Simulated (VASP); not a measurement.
## Au: single point with LDA+U

The system is Au, a slab with vacuum.

```
Au
1.0
     2.82262    0.00000    0.00000
    -1.41131    2.55593    0.00000
     0.00000    0.00000   27.23292
Au
6
Cartesian
  0.0000 1.7108 7.5000
  1.4113 0.8451 9.9466
  0.0000 1.7108 12.3932
  1.4113 0.8451 14.8398
  0.0000 1.7108 17.2863
  1.4113 0.8451 19.7329
```

```json
{"Program": "VASP 6.6.1", "Task": "single point", "Functional": "LDA", "Potentials or basis": "VASP PAW LDA potentials, release 64 (Au)", "Cutoff": "520 eV", "k mesh": "8 × 8 × 1", "Occupations": "fermi-dirac, width 0.05 eV", "Spin": "no spin polarisation", "Hubbard terms": "Au d U = 5 eV"}
```

```json
{"Largest force": "0.445 eV/Å", "Band gap on the k mesh": "none (metal or under the smearing width)"}
```

Forces on the atoms (eV/Å):
```
Au   0.000  0.006  0.445
Au   0.000 -0.013  0.160
Au   0.000  0.020 -0.096
Au   0.000 -0.020  0.096
Au   0.000  0.013 -0.160
Au   0.000 -0.006 -0.445
```

Levels at points of the mesh, in eV from the Fermi level:
```csv
k point,band 32,band 33,band 34,band 35,band 36,band 37
"(0.00, 0.00, 0.00)",-3.18,-3.13,-3.11,-2.75,-0.69,0.24
"(0.50, 0.00, 0.00)",0.73,1.15,1.59,1.84,1.85,4.20
"(0.00, 0.50, 0.00)",0.39,0.78,1.14,1.37,1.37,3.59
```

Eigenvalues of the final occupation matrices:
```tsv
site	spin	trace	eigenvalues
site 1 d	1	4.53	0.89 0.90 0.91 0.91 0.91
site 1 d	2	4.53	0.89 0.90 0.91 0.91 0.91
site 2 d	1	4.54	0.89 0.90 0.91 0.91 0.92
site 2 d	2	4.54	0.89 0.90 0.91 0.91 0.92
site 3 d	1	4.53	0.89 0.90 0.91 0.91 0.91
site 3 d	2	4.53	0.89 0.90 0.91 0.91 0.91
site 4 d	1	4.53	0.89 0.90 0.91 0.91 0.91
site 4 d	2	4.53	0.89 0.90 0.91 0.91 0.91
site 5 d	1	4.54	0.89 0.90 0.91 0.91 0.92
site 5 d	2	4.54	0.89 0.90 0.91 0.91 0.92
site 6 d	1	4.53	0.89 0.90 0.91 0.91 0.91
site 6 d	2	4.53	0.89 0.90 0.91 0.91 0.91
```

Wall time 3.5 min on 1 thread of Intel(R) Xeon(R) Platinum 8488C (Sapphire Rapids) (shared host), peak memory 0.32 GiB.

Caveat: U without spin polarisation on a metal has little footing; the U is typed as a test and isn't derived for this compound. The run has no spin-orbit coupling, so splittings on Au are missing.
